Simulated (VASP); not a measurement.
OSZICAR of a VASP run on ErSi (space group Pnma):

File OSZICAR:
```
       N       E                     dE             d eps       ncg     rms          rms(c)
DAV:   1     0.228839305270E+03    0.22884E+03   -0.19099E+04  5920   0.142E+03
DAV:   2    -0.134813304427E+03   -0.36365E+03   -0.35598E+03  6150   0.921E+02
DAV:   3    -0.177359464166E+03   -0.42546E+02   -0.40891E+02  6445   0.257E+02
DAV:   4    -0.182895931163E+03   -0.55365E+01   -0.52319E+01  6616   0.616E+01
DAV:   5    -0.183309702159E+03   -0.41377E+00   -0.39938E+00  6648   0.142E+01    0.545E+01
DAV:   6    -0.179331622488E+03    0.39781E+01   -0.16441E+00  6400   0.181E+01    0.304E+01
DAV:   7    -0.175408012793E+03    0.39236E+01   -0.21719E+00  5744   0.168E+01    0.204E+00
DAV:   8    -0.177707718707E+03   -0.22997E+01   -0.32800E+00  5528   0.101E+01    0.524E+00
DAV:   9    -0.178253767691E+03   -0.54605E+00   -0.18543E-01  6008   0.493E+00    0.131E+00
DAV:  10    -0.177838052408E+03    0.41572E+00   -0.30864E-01  6048   0.469E+00    0.554E-01
DAV:  11    -0.177858440456E+03   -0.20388E-01   -0.15420E-02  6584   0.184E+00    0.412E-01
DAV:  12    -0.177876605582E+03   -0.18165E-01   -0.72263E-03  5616   0.638E-01    0.239E-01
DAV:  13    -0.177881886245E+03   -0.52807E-02   -0.29668E-03  6216   0.476E-01    0.127E-01
DAV:  14    -0.177883095481E+03   -0.12092E-02   -0.35206E-03  6136   0.408E-01    0.933E-02
DAV:  15    -0.177882869931E+03    0.22555E-03   -0.72263E-04  6432   0.236E-01    0.787E-02
DAV:  16    -0.177882805485E+03    0.64446E-04   -0.78064E-05  6928   0.917E-02    0.589E-02
DAV:  17    -0.177883272400E+03   -0.46692E-03   -0.47337E-04  5848   0.149E-01    0.268E-02
DAV:  18    -0.177883276574E+03   -0.41737E-05   -0.15331E-05  6256   0.553E-02    0.323E-02
DAV:  19    -0.177883276564E+03    0.99726E-08   -0.39249E-07  4128   0.957E-03
   1 F= -.17788328E+03 E0= -.17788328E+03  d E =0.000000E+00
       N       E                     dE             ncg
```

Problem. Which electronic solver shows in the log?

Solution. It is blocked Davidson (ALGO = Normal, or the opening steps of other solvers). The INCAR had ALGO = Normal.

Problem. Can the final energy be trusted as converged?

Solution. Self-consistency was reached. It stopped with EDIFF = 1E-7, NELM = 100 (r2SCAN meta-GGA, plane waves, VASP's PBE PAW potentials (set 64)). The 4f electrons are frozen in the core of the lanthanide potential, so 4f levels, which can set the real gap, and their magnetism are missing.

The structure comes from a computed database's ErSi entry (Pnma); how it stands against other phases isn't given here. It was relaxed first.
